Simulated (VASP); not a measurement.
Consider the following.

```
Na2S
1.0
    0.00000     3.20946     3.20946
    3.20946     0.00000     3.20946
    3.20946     3.20946     0.00000
Na S
2 1
Cartesian
  1.60473   1.60473   1.60473
  4.81419   4.81419   4.81419
  0.00000   0.00000   0.00000
```

Level of theory: vdW-DF-cx, VASP's PBE PAW potentials (set 64) (plane waves; VASP). Numerical set-up: 520 eV cut-off, 6×6×6 Γ-centred mesh, Gaussian smearing of 0.050 eV, potentials Na_pv S.

Problem. Estimate the energy per atom (σ→0), pressure, band gap (on the k-mesh) with the smallest direct gap where there is one.

Solution. 
```
Quantity                                     Result
-----------------------------------  --------------
band gap (on the k-mesh)                    2.70 eV
smallest direct gap (on the k-mesh)         2.70 eV
energy per atom (σ→0)                -1.384 eV/atom
pressure                                   2.12 GPa
```

The compound is Na2S in the antifluorite structure. This cell is one point of a volume scan, at 0.94 of the reference volume.
